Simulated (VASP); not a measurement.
Ge (diamond): the bulk modulus from VASP (plane waves, PAW) at several levels of theory. Static lattice, third-order Birch-Murnaghan fit over five volumes.

```json
[
 {"level": "LDA", "bulk modulus (GPa)": "71.8", "error against measurement": "-7.1 %"},
 {"level": "PBE", "bulk modulus (GPa)": "59.0", "error against measurement": "-23.7 %"},
 {"level": "PBEsol", "bulk modulus (GPa)": "67.3", "error against measurement": "-13.0 %"},
 {"level": "RPBE", "bulk modulus (GPa)": "54.1", "error against measurement": "-30.0 %"},
 {"level": "AM05", "bulk modulus (GPa)": "65.7", "error against measurement": "-15.1 %"},
 {"level": "PBE-D3(BJ)", "bulk modulus (GPa)": "62.9", "error against measurement": "-18.6 %"},
 {"level": "PBE-D4", "bulk modulus (GPa)": "64.7", "error against measurement": "-16.2 %"},
 {"level": "optB88-vdW", "bulk modulus (GPa)": "58.9", "error against measurement": "-23.8 %"},
 {"level": "rev-vdW-DF2", "bulk modulus (GPa)": "61.1", "error against measurement": "-21.0 %"},
 {"level": "SCAN", "bulk modulus (GPa)": "68.7", "error against measurement": "-11.1 %"},
 {"level": "r2SCAN", "bulk modulus (GPa)": "70.3", "error against measurement": "-9.0 %"}
]
```

Measured: 77.3 GPa at 0 K (as given by Tanner et al., (2021), arXiv:2110.11888; low-temperature value with the zero-point effect removed).

The cell of the LDA run:

Space group Fd-3m, origin choice 1 (No. 227); a = b = c = 5.6260 Å, α = β = γ = 90.00°

```csv
atom,site,symmetry,x,y,z
Ge,8b,-43m,0.5000,0.5000,0.5000
```
(The calculation used a cell of 2 atoms; values per cell refer to that cell.)

Only levels that ran to the end are used. Left out are those held back, those with too coarse a band path, GW runs whose mesh misses a band edge, hybrids' fits of cells that aren't cubic and levels without matching references; a question may draw on a part of the rest.

The compound is Ge in the diamond structure.
